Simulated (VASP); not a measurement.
These are LDA (Ceperley-Alder, Perdew-Zunger), VASP's LDA PAW potentials (set 64) (plane waves; VASP 6.6.1) values and carry that method's errors.

The input files of a VASP run:

POSCAR:
```
Ba
1
   -2.3878563914     2.3878563914     2.3878563914
    2.3878563914    -2.3878563914     2.3878563914
    2.3878563914     2.3878563914    -2.3878563914
Ba
1
Direct
  0.0000000000   0.0000000000   0.0000000000
```

INCAR:
```
SYSTEM = Ba
PREC = Accurate; ENCUT = 520; LREAL = .False.
LASPH = .True.
EDIFF = 1E-7; NELM = 100; ALGO = Normal
LMAXMIX = 4
ISMEAR = 1; SIGMA = 0.1
ISIF = 2
LWAVE = .False.; LCHARG = .False.
```

File KPOINTS:
```
Automatic mesh
0
Gamma
11 11 11
0 0 0
```

POTCAR, in this order: Ba_sv (LDA.64 set). Program: vasp_std.

What will the output report for the number of irreducible k-points (NKPTS), largest plane-wave count, number of space-group operations, FFT grid (NGX, NGY, NGZ)?

```json
{
  "number of irreducible k-points (NKPTS)": "56",
  "largest_plane_wave_count": "1490",
  "number_of_space_group_operations": "48",
  "FFT grid (NGX, NGY, NGZ)": "32 × 32 × 32"
}
```

The compound is Ba in the bcc structure. It was relaxed first, which changed the volume by -14 %.
